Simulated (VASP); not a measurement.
Computed with PBE GGA, VASP's PBE PAW potentials (set 64) (plane waves; VASP).

The input files of a VASP run:

### INCAR
```
SYSTEM = PbTe
PREC = Accurate
ENCUT = 400
EDIFF = 1E-6
NELM = 100
ALGO = Normal
LREAL = .FALSE.
LASPH = .TRUE.
ISMEAR = 0
SIGMA = 0.05
GGA = PE
LMAXMIX = 4
LWAVE = .FALSE.
LCHARG = .FALSE.
ISIF = 2
AMIX = 0.2
BMIX = 0.0001
IMIX = 1
```

### KPOINTS
```
Regular mesh
0
G
7 7 7
```

### POSCAR
```
PbTe
1.0
  0.0000000000   3.2300000000   3.2300000000
  3.2300000000   0.0000000000   3.2300000000
  3.2300000000   3.2300000000   0.0000000000
Te Pb
1 1
Cart
  3.2300000000   3.2300000000   3.2300000000
  0.0000000000   0.0000000000   0.0000000000
```

POTCAR, in this order: Te Pb_d (PBE.64 set). Program: vasp_std.

Output of the run:

### OSZICAR
```
       N       E                     dE             d eps       ncg     rms          rms(c)
DAV:   1     0.138551106752E+03    0.13855E+03   -0.81564E+03   560   0.113E+03
DAV:   2     0.195708633347E+01   -0.13659E+03   -0.13381E+03   596   0.304E+02
DAV:   3    -0.740326560804E+01   -0.93604E+01   -0.93314E+01   746   0.895E+01
DAV:   4    -0.761486931409E+01   -0.21160E+00   -0.21155E+00   652   0.167E+01
DAV:   5    -0.762193715607E+01   -0.70678E-02   -0.70678E-02   750   0.255E+00    0.335E+00
DAV:   6    -0.752732561044E+01    0.94612E-01   -0.12731E-01   762   0.295E+00    0.269E+00
DAV:   7    -0.750462130068E+01    0.22704E-01   -0.50850E-02   670   0.152E+00    0.221E+00
DAV:   8    -0.750028771770E+01    0.43336E-02   -0.11262E-02   750   0.646E-01    0.178E+00
DAV:   9    -0.749984448282E+01    0.44323E-03   -0.25837E-03   724   0.286E-01    0.145E+00
DAV:  10    -0.750019378257E+01   -0.34930E-03   -0.84502E-04   710   0.179E-01    0.116E+00
DAV:  11    -0.750060788443E+01   -0.41410E-03   -0.25029E-04   668   0.130E-01    0.934E-01
DAV:  12    -0.750094059963E+01   -0.33272E-03   -0.10246E-04   650   0.982E-02    0.748E-01
DAV:  13    -0.750118516717E+01   -0.24457E-03   -0.54933E-05   650   0.788E-02    0.599E-01
DAV:  14    -0.750135948796E+01   -0.17432E-03   -0.32694E-05   620   0.629E-02    0.480E-01
DAV:  15    -0.750148207884E+01   -0.12259E-03   -0.20859E-05   626   0.500E-02    0.384E-01
DAV:  16    -0.750156768439E+01   -0.85606E-04   -0.13541E-05   620   0.396E-02    0.308E-01
DAV:  17    -0.750162719141E+01   -0.59507E-04   -0.88679E-06   626   0.313E-02    0.246E-01
DAV:  18    -0.750166842725E+01   -0.41236E-04   -0.58442E-06   620   0.248E-02    0.197E-01
DAV:  19    -0.750169693500E+01   -0.28508E-04   -0.38634E-06   614   0.197E-02    0.158E-01
DAV:  20    -0.750171660902E+01   -0.19674E-04   -0.25567E-06   610   0.156E-02    0.127E-01
DAV:  21    -0.750173016697E+01   -0.13558E-04   -0.16878E-06   542   0.125E-02    0.102E-01
DAV:  22    -0.750173950025E+01   -0.93333E-05   -0.11554E-06   436   0.103E-02    0.815E-02
DAV:  23    -0.750174592850E+01   -0.64282E-05   -0.84827E-07   412   0.842E-03    0.654E-02
DAV:  24    -0.750175035814E+01   -0.44296E-05   -0.53908E-07   394   0.646E-03    0.525E-02
DAV:  25    -0.750175340750E+01   -0.30494E-05   -0.36055E-07   310   0.535E-03    0.421E-02
DAV:  26    -0.750175550653E+01   -0.20990E-05   -0.25836E-07   310   0.450E-03    0.338E-02
DAV:  27    -0.750175695242E+01   -0.14459E-05   -0.17582E-07   298   0.369E-03    0.272E-02
DAV:  28    -0.750175794835E+01   -0.99594E-06   -0.12217E-07   280   0.316E-03
   1 F= -.75017579E+01 E0= -.75017579E+01  d E =-.187178E-12
```

### OUTCAR
```
------------------------ aborting loop because EDIFF is reached ----------------------------------------
  FORCE on cell =-STRESS in cart. coord.  units (eV):
  Direction    XX          YY          ZZ          XY          YZ          ZX
  --------------------------------------------------------------------------------------
  Total        0.8908186      0.8908186      0.8908186      0.0000000      0.0000000     -0.0000000
  in kB       21.1768950     21.1768950     21.1768950      0.0000000      0.0000000     -0.0000000
  external PRESSURE =      21.1768950 kB  Pullay stress =       0.0000000 kB
  volume of cell :       67.40
      direct lattice vectors                 reciprocal lattice vectors
     0.000000000  3.230000000  3.230000000    -0.154798762  0.154798762  0.154798762
     3.230000000  0.000000000  3.230000000     0.154798762 -0.154798762  0.154798762
     3.230000000  3.230000000  0.000000000     0.154798762  0.154798762 -0.154798762
  FREE ENERGIE OF THE ION-ELECTRON SYSTEM (eV)
  ---------------------------------------------------
  free  energy   TOTEN  =        -7.5017579484 eV

  energy  without entropy=       -7.5017579484  energy(sigma->0) =       -7.50175795
```
(Selected blocks of OUTCAR.)

The compound is PbTe in the rock salt structure. The cell was not relaxed at this level. The run is one of a series of settings (AMIX = 0.2, BMIX = 0.0001, IMIX = 1 against the base run), some of them coarse on purpose.
